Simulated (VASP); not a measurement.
OSZICAR of a VASP run on Cu (space group Fm-3m):

### OSZICAR
```
       N       E                     dE             d eps       ncg     rms          rms(c)
DAV:   1     0.257864582727E+02    0.25786E+02   -0.42029E+03  5350   0.137E+03
DAV:   2    -0.438997249736E+01   -0.30176E+02   -0.28430E+02  5156   0.166E+02
DAV:   3    -0.462091202686E+01   -0.23094E+00   -0.23061E+00  6155   0.202E+01
DAV:   4    -0.462227986169E+01   -0.13678E-02   -0.13678E-02  6103   0.138E+00
DAV:   5    -0.462229464083E+01   -0.14779E-04   -0.14779E-04  5986   0.122E-01    0.776E+00
DAV:   6    -0.402043261171E+01    0.60186E+00   -0.15836E+01  5403   0.885E+01    0.351E+00
DAV:   7    -0.370670583507E+01    0.31373E+00   -0.23067E+00  5471   0.333E+01    0.643E-01
DAV:   8    -0.369345168208E+01    0.13254E-01   -0.47607E-03  6823   0.860E-01    0.253E-01
DAV:   9    -0.369230910117E+01    0.11426E-02   -0.75937E-03  5654   0.179E+00    0.269E-02
DAV:  10    -0.369231466069E+01   -0.55595E-05   -0.24310E-05  7420   0.924E-02    0.853E-03
DAV:  11    -0.369231298132E+01    0.16794E-05   -0.13228E-06  3625   0.241E-02    0.233E-04
DAV:  12    -0.369231314160E+01   -0.16029E-06   -0.37332E-08  2804   0.247E-03
   1 F= -.36923131E+01 E0= -.36889730E+01  d E =-.668034E-02
```

Question: Which electronic solver shows in the log?

Answer: It is blocked Davidson (ALGO = Normal, or the opening steps of other solvers). The INCAR had ALGO = Normal.

Question: Can the final energy be trusted as converged?

Answer: The calculation finished and met its thresholds. It stopped with EDIFF = 1E-6, NELM = 100 (PBE GGA, plane waves, VASP's PBE PAW potentials (set 64)).

The structure is a typed Cu crystal (Fm-3m). The cell was not relaxed at this level, and its volume differs by -5.9 % from the start's.
